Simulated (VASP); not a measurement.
An input for Ansatz (written as the equivalent of a VASP run, and not itself run):

Ansatz 0.2 input:
```yaml
crystal:
  lattice:
    - [3.5496680, 0.0000000, 0.0000000]
    - [-1.7748340, 3.0741020, 0.0000000]
    - [0.0000000, 0.0000000, 16.9362990]
  atoms:
    - { symbol: Sn, position: [0.0000000, 0.0000000, 0.5000000] }
    - { symbol: S, position: [0.3333330, 0.6666670, 0.5866870] }
    - { symbol: S, position: [0.6666670, 0.3333330, 0.4133130] }
kpoints:
  mp_grid: { grid: [11, 11, 1] }
hamiltonian:
  xc: pbe
  pseudopotentials: { kind: paw }
scf:
  occupations: { method: fermi_dirac, width: 0.1 }
  max_iter: 100
relax:
  max_steps: 50
  f_tol: 0.01
output: { forces: true, stress: true, eigenvalues: true }
```

### Question
Write the VASP files for the same calculation (PBE).

### Answer
One answer among several that fit: 
File POSCAR:
```
SnS2
1.0
  3.5496680000   0.0000000000   0.0000000000
 -1.7748340000   3.0741020000   0.0000000000
  0.0000000000   0.0000000000  16.9362990000
Sn S
1 2
Cartesian
  0.0000000000   0.0000000000   8.4681495000
 -0.0000017748   2.0494023580   9.9363064514
  1.7748357748   1.0246996420   6.9999925486
```

### INCAR
```
SYSTEM=SnS2
PREC=Accurate; ENCUT=300; LREAL=.FALSE.
LASPH=.TRUE.
EDIFF=1E-6; NELM=100; ALGO=Normal
LMAXMIX=4
ISMEAR=-1; SIGMA=0.1
GGA=PE
IBRION=2; NSW=50; ISIF=2
EDIFFG=-0.01
LWAVE=.FALSE.; LCHARG=.FALSE.
```

File KPOINTS:
```
K-points
0
G
11 11 1
```

POTCAR, in this order: Sn_d S (PBE.64 set). Program: vasp_std.

The two are equivalent in intent, not identical: each code has its own PAW files, so the cut-off isn't converted (ENCUT is set for VASP's; basis.ecutwfc is left out, and Ansatz then takes the one that its files recommend); Ansatz stops its SCF on the density residual and VASP on the energy change (EDIFF).

The cell is a sheet with vacuum, built from a generated structure.
